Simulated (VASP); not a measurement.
Crystal: ScAl3N4.

```
Al Sc N
1.0
     6.37400    0.00000    0.00000
    -3.18700    5.52005    0.00000
     0.00000    0.00000    4.95700
Al Sc N
6 2 8
Direct
  0.16667 0.33333 0.00000
  0.16667 0.83333 0.00000
  0.66667 0.83333 0.00000
  0.33333 0.66667 0.50000
  0.83333 0.16667 0.50000
  0.83333 0.66667 0.50000
  0.66667 0.33333 0.00000
  0.33333 0.16667 0.50000
  0.16667 0.33333 0.38200
  0.16667 0.83333 0.38200
  0.66667 0.33333 0.38200
  0.66667 0.83333 0.38200
  0.33333 0.16667 0.88200
  0.33333 0.66667 0.88200
  0.83333 0.16667 0.88200
  0.83333 0.66667 0.88200
```

The cell comes from a database or a generator and needn't be the stable form of this composition.

- Program: VASP 6.6.1
- Task: relaxation of cell and atoms
- Functional: PBE
- Potentials or basis: VASP PAW PBE potentials, release 64 (Al, Sc_sv, N)
- Cutoff: 520 eV
- k mesh: 4 × 4 × 5
- Occupations: gaussian, width 0.03 eV
- Spin: no spin polarisation

At the start: pressure 14.9 GPa; volume 10.90 Å³/atom.

Task: How do energy, volume and symmetry change on relaxing?

Result: Over 20 steps the energy falls by 128.7 meV/atom and the volume is 11.52 Å³/atom (+5.6 %); space group Cmc2_1 (No. 36, to 0.05 Å).

Step by step:
| step | energy change (eV) | largest force (eV/Å) | pressure (GPa) | volume (Å³) |
| --- | --- | --- | --- | --- |
| 1 | 0.0000 | 4.4758 | 14.85 | 174.41 |
| 2 | -1.0447 | 1.2386 | -13.03 | 201.15 |
| 3 | -1.8398 | 0.6836 | -4.07 | 189.44 |
| 4 | -1.8405 | 0.6806 | -3.77 | 189.13 |
| 5 | -2.0287 | 0.3923 | 0.74 | 183.81 |
| 6 | -2.0287 | 0.3942 | 0.77 | 183.77 |
| 7 | -2.0471 | 0.2099 | -0.13 | 184.55 |
| 8 | -2.0479 | 0.1642 | -0.35 | 184.75 |
| 9 | -2.0547 | 0.0855 | -0.03 | 184.36 |
| 10 | -2.0554 | 0.1052 | 0.11 | 184.19 |
| 11 | -2.0579 | 0.0407 | 0.00 | 184.25 |
| 12 | -2.0580 | 0.0365 | -0.02 | 184.27 |
| 13 | -2.0585 | 0.0253 | 0.01 | 184.23 |
| 14 | -2.0585 | 0.0252 | 0.01 | 184.23 |
| 15 | -2.0587 | 0.0153 | 0.01 | 184.24 |
| 16 | -2.0587 | 0.0176 | 0.00 | 184.24 |
| 17 | -2.0588 | 0.0073 | 0.00 | 184.26 |
| 18 | -2.0588 | 0.0067 | 0.00 | 184.26 |
| 19 | -2.0588 | 0.0068 | 0.00 | 184.26 |
| 20 | -2.0588 | 0.0048 | 0.00 | 184.26 |

Final structure:
```
Al Sc N
1.0
     6.47970   -0.01638    0.00000
    -3.25403    5.63615    0.00000
     0.00000    0.00000    5.05266
Al Sc N
6 2 8
Direct
  0.16480 0.33570 0.99951
  0.16480 0.82910 0.99951
  0.66983 0.83492 0.99555
  0.33017 0.66508 0.49555
  0.83520 0.16430 0.49951
  0.83520 0.67090 0.49951
  0.67774 0.33887 0.99108
  0.32226 0.16113 0.49108
  0.15447 0.34560 0.37492
  0.15447 0.80886 0.37492
  0.68273 0.34136 0.41367
  0.66492 0.83246 0.37884
  0.31727 0.15864 0.91367
  0.33508 0.66754 0.87884
  0.84553 0.15440 0.87492
  0.84553 0.69114 0.87492
```
